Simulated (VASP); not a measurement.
Write the native input for VASP 6.6.1 that does the following.

```yaml
Task: single point
Functional: PBE
Potentials_or_basis: VASP PAW PBE potentials, release 64 (Ba_sv, Re, Te)
Cutoff: 520 eV
k_mesh: 6 × 6 × 2
Occupations: gaussian, width 0.1 eV
Spin: no spin polarisation
Dipole_correction: no
Further_INCAR_settings: ALGO = Normal; EDIFF = 1e-07; NBANDS = 22
```

The structure of BaReTe2 lies in POSCAR:

```
BaReTe2
1.0
    4.0794572602     -0.0000000036      0.0000000000
   -2.0397286270      3.5329136228      0.0000000000
    0.0000000000      0.0000000000      8.1029480760
Ba Re Te
1 1 2
Direct
    0.0000000000      0.0000000000      0.5000000000
    0.3333333333      0.6666666667      0.0000000000
    0.6666666667      0.3333333333      0.1852738768
    0.6666666667      0.3333333333      0.8147261232
```

The cell was built by a generator and needn't be a form met in nature.

The input as run:

INCAR

```
SYSTEM = BaReTe2
  ALGO = Normal
  EDIFF = 1E-7
  ENCUT = 520
  GGA = PE
  ISIF = 2
  ISMEAR = 0
  LASPH = .TRUE.
  LCHARG = .TRUE.
  LELF = .TRUE.
  LREAL = .FALSE.
  LVHAR = .TRUE.
  LWAVE = .FALSE.
  NBANDS = 22
  NELM = 100
  PREC = Accurate
  SIGMA = 0.1
```

KPOINTS

```
k-points
0
G
  6 6 2
  0 0 0
```

Potentials or basis: VASP PAW PBE potentials, release 64 (Ba_sv, Re, Te).

The run is started by

```console
$ cat potpaw_PBE.64/Ba_sv/POTCAR potpaw_PBE.64/Re/POTCAR potpaw_PBE.64/Te/POTCAR > POTCAR
$ mpirun -np 1 vasp_std > vasp.out
```

Results of the run:

```json
{
 "Pressure": "0.2 GPa",
 "Largest force": "0.061 eV/Å",
 "Band gap on the k mesh": "none (metal or under the smearing width)"
}
```

Caveat: the k mesh is coarse (spacing up to 0.39 Å⁻¹), so the values aren't converged.

Wall time 59 s on 1 thread of Intel(R) Xeon(R) Platinum 8559C (Emerald Rapids) (shared host), peak memory 0.24 GiB.
